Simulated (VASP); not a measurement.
Be3CdTe4: relaxation of cell and atoms with PBE

Crystal: Be3CdTe4.

```xyz
8
Lattice="4.1470 0.0000 0.0000 0.0000 4.1470 0.0000 0.0000 0.0000 12.0360" Properties=species:S:1:pos:R:3 pbc="T T T"
Be    0.0000    0.0000    6.0180
Be    2.0735    2.0735    8.7940
Be    2.0735    2.0735    3.2420
Cd    0.0000    0.0000    0.0000
Te    0.0000    2.0735    7.4090
Te    2.0735    0.0000    4.6270
Te    2.0735    0.0000   10.1320
Te    0.0000    2.0735    1.9040
```

The cell was built by a generator and needn't be a form met in nature.

| Quantity | Value |
| --- | --- |
| Program | VASP 6.6.1 |
| Task | relaxation of cell and atoms |
| Functional | PBE |
| Potentials or basis | VASP PAW PBE potentials, release 64 (Be, Cd, Te) |
| Cutoff | 520 eV |
| k mesh | 6 × 6 × 2 |
| Occupations | gaussian, width 0.03 eV |
| Spin | no spin polarisation |
| Further INCAR settings | ALGO = Normal; EDIFF = 1e-06; IBRION = 2; EDIFFG = -0.01; NSW = 90; ISIF = 3 |

```json
{
  "Relaxed volume": "25.74 Å³/atom",
  "Relaxed cell": "a = 4.129 Å, b = 4.129 Å, c = 12.077 Å, α = 90.00°, β = 90.00°, γ = 90.00°",
  "Space group after relaxing (to 0.05 Å)": "P-4m2 (No. 115)",
  "Energy gained by relaxing": "0.3 meV/atom",
  "Ionic steps": "8",
  "Pressure after relaxing": "0.0 GPa",
  "Largest force after relaxing": "0.008 eV/Å",
  "Band gap on the k mesh": "1.79 eV, indirect (least direct gap 1.88 eV)"
}
```

Forces on the atoms (eV/Å):
```
Be   0.000  0.000  0.000
Be   0.000  0.000 -0.003
Be   0.000  0.000  0.003
Cd   0.000  0.000  0.000
Te   0.000  0.000 -0.001
Te   0.000  0.000  0.001
Te   0.000  0.000 -0.008
Te   0.000  0.000  0.008
```

The path:
| step | energy change (eV) | largest force (eV/Å) | pressure (GPa) | volume (Å³) |
| --- | --- | --- | --- | --- |
| 1 | 0.0000 | 0.0748 | -0.21 | 206.99 |
| 2 | -0.0017 | 0.0456 | 0.04 | 205.98 |
| 3 | -0.0018 | 0.0382 | 0.10 | 205.73 |
| 4 | -0.0023 | 0.0213 | 0.03 | 205.98 |
| 5 | -0.0025 | 0.0221 | -0.04 | 206.23 |
| 6 | -0.0025 | 0.0200 | -0.03 | 206.19 |
| 7 | -0.0025 | 0.0157 | -0.01 | 206.08 |
| 8 | -0.0026 | 0.0081 | 0.05 | 205.89 |

Final structure:
```
Be Cd Te
1.0
     4.12892    0.00000    0.00000
     0.00000    4.12892    0.00000
     0.00000    0.00000   12.07687
Be Cd Te
3 1 4
Direct
  0.00000 0.00000 0.50000
  0.50000 0.50000 0.72987
  0.50000 0.50000 0.27013
  0.00000 0.00000 0.00000
  0.00000 0.50000 0.61465
  0.50000 0.00000 0.38535
  0.50000 0.00000 0.84186
  0.00000 0.50000 0.15814
```

Levels at points of the mesh, in eV from the valence-band top:
| k point | band 19 | band 20 | band 21 | band 22 | band 23 | band 24 |
| --- | --- | --- | --- | --- | --- | --- |
| (0.00, 0.00, 0.00) | -0.39 | 0.00 | 0.00 | 1.88 | 2.11 | 2.25 |
| (0.50, 0.00, 0.00) | -1.21 | -1.20 | -0.30 | 1.94 | 2.41 | 3.23 |
| (0.50, 0.50, 0.00) | -2.45 | -2.45 | -2.35 | 1.79 | 2.00 | 2.00 |
| (0.00, 0.00, 0.50) | -0.95 | -0.24 | -0.24 | 1.84 | 2.18 | 2.74 |
| (0.50, 0.00, 0.50) | -1.50 | -1.47 | -0.31 | 2.52 | 2.98 | 3.00 |
| (0.50, 0.50, 0.50) | -2.77 | -2.57 | -2.57 | 2.29 | 2.80 | 2.80 |

It took 2.9 min on 8 MPI ranks on Intel(R) Xeon(R) Platinum 8375C CPU @ 2.90GHz (Ice Lake), with other jobs on the host, peak memory 0.42 GiB a rank.

Caveat: spin-orbit coupling is left out, which moves the levels of the heavy elements. A hybrid or GW would open this gap; PBE tends to underestimate it.
